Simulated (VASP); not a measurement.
Here is the system:

```
MgTe
1.0
    0.00000     3.02718     3.02718
    3.02718     0.00000     3.02718
    3.02718     3.02718     0.00000
Mg Te
1 1
Direct
  0.00000   0.00000   0.00000
  0.25000   0.25000   0.25000
```

Method: PBEsol GGA, VASP's PBE PAW potentials (set 64) (plane waves; VASP). Run with 500 eV cut-off, 8×8×8 Γ-centred mesh, Gaussian smearing of 0.050 eV, potentials Mg Te.

Unless said otherwise, spin-orbit coupling is left out, though it shifts the bands of the heavy elements here.

Estimate the energy per atom (σ→0), pressure, band gap (on the k-mesh) with the smallest direct gap where there is one.

```yaml
band gap (on the k-mesh): 2.37 eV
smallest direct gap (on the k-mesh): 3.22 eV
energy per atom (σ→0): -3.296 eV/atom
pressure: 9.96 GPa
```

Only differences to runs with the same potentials and settings are physical.

The compound is MgTe in the zinc blende structure, whereas wurtzite is the usual form. It was relaxed first under an external pressure of 10 GPa.
